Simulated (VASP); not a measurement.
# ZnIr2O4: band structure with TB-mBJ

Crystal: ZnIr2O4.

```
Zn Ir O
1.0
     0.00000    4.31457    4.31457
     4.31457    0.00000    4.31457
     4.31457    4.31457    0.00000
Zn Ir O
2 4 8
Direct
  0.75000 0.75000 0.75000
  0.50000 0.50000 0.50000
  0.12500 0.12500 0.62500
  0.12500 0.62500 0.12500
  0.62500 0.12500 0.12500
  0.12500 0.12500 0.12500
  0.36396 0.36396 0.90811
  0.36396 0.90811 0.36396
  0.90811 0.36396 0.36396
  0.36396 0.36396 0.36396
  0.88604 0.88604 0.34189
  0.88604 0.34189 0.88604
  0.34189 0.88604 0.88604
  0.88604 0.88604 0.88604
```

The cell comes from a database or a generator and needn't be the stable form of this composition.

```yaml
Program: VASP 6.6.1
Task: band structure
Functional: TB-mBJ
Potentials_or_basis: VASP PAW PBE potentials, release 64 (Zn, Ir, O)
Cutoff: 520 eV
k_mesh: 4 × 4 × 4
Occupations: gaussian, width 0.03 eV
Spin: spin-orbit coupling, no magnetisation
Further_INCAR_settings: ALGO = Normal; EDIFF = 1e-06
```

```json
{"Valence electrons inside the program's atomic spheres": "Zn 10.50; Ir 7.84; O 5.26"}
```

It took 59 min on 4 MPI ranks on Intel(R) Xeon(R) Platinum 8488C (Sapphire Rapids), on a shared host, peak memory 1.2 GiB a rank.
